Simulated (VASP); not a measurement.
```yaml
crystal:
  lattice:
    - [0.00000, 3.10779, 3.10779]
    - [3.10779, 0.00000, 3.10779]
    - [3.10779, 3.10779, 0.00000]
  atoms:
    - { symbol: Pb, position: [0.00000, 0.00000, 0.00000] }
    - { symbol: Se, position: [0.50000, 0.50000, 0.50000] }
```

Calculation: PBE0 hybrid, VASP's PBE PAW potentials (set 64) (plane waves; VASP 6.6.1). Settings: 520 eV cut-off, 6×6×6 Γ-centred mesh, Gaussian smearing of 0.050 eV, potentials Pb_d Se.

### Question
Give the stress tensor in GPa (positive for a compressed cell).

### Answer

```
-1.12   0.00   0.00
 0.00  -1.12   0.00
 0.00   0.00  -1.12
```
The pressure is its mean diagonal, -1.12 GPa.

The compound is PbSe in the rock salt structure. It was relaxed first. The cell's shape comes from a PBE relaxation.
